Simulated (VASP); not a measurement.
Data:

```
CELL_PARAMETERS angstrom
      0.00000     3.07046     3.07046
      3.07046     0.00000     3.07046
      3.07046     3.07046     0.00000
ATOMIC_POSITIONS crystal
  Cu 0.00000 0.00000 0.00000
  I  0.25000 0.25000 0.25000
```

These are PBE0 hybrid, VASP's PBE PAW potentials (set 64) (plane waves; VASP 6.6.1) values and carry that method's errors. Numerical set-up: 520 eV cut-off, 6×6×6 Γ-centred mesh, Gaussian smearing of 0.050 eV, potentials Cu I.

Unless said otherwise, spin-orbit coupling is left out, though it shifts the bands of the heavy elements here.

What does the run give for the energy per atom (σ→0), pressure, band gap (on the k-mesh) with the smallest direct gap where there is one?

band gap (on the k-mesh): 3.17 eV
smallest direct gap (on the k-mesh): 3.17 eV
energy per atom (σ→0): -337.2 kJ/mol of atoms
pressure: -1.14 GPa

Only differences to runs with the same potentials and settings are physical.

The compound is CuI in the zinc blende structure. This cell is one point of a volume scan, at 1.03 of the reference volume. The cell's shape comes from a PBE relaxation.
